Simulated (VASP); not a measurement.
Energy against volume of Gd (hcp). These are revPBE GGA, VASP's PBE PAW potentials (set 64) (plane waves; VASP) values and carry that method's errors. Numerical set-up: 520 eV cut-off, 11×11×7 Γ-centred mesh, first-order Methfessel-Paxton smearing of 0.10 eV, potentials Gd_3.

The 4f electrons are frozen in the core of the lanthanide potential, so 4f levels, which can set the real gap, and their magnetism are missing.

Shape and ions are relaxed at each volume.

```tsv
V (Å³/atom)	E (eV/atom)
32.100	-4.28152
33.125	-4.29159
34.149	-4.29402
35.174	-4.28955
```

Fit these four points and predict the energy of the run at 36.198 Å³/atom.

A cubic in V^(−2/3), the third-order Birch-Murnaghan form, passes through the four points with V0 = 33.98 Å³/atom and B0 = 36 GPa, and gives -4.2789 eV/atom there. The run gave -4.2792 eV/atom, -0.4 meV/atom from the fit; all five points give B0 = 36 GPa.

The compound is Gd in the hcp structure. It was relaxed first.
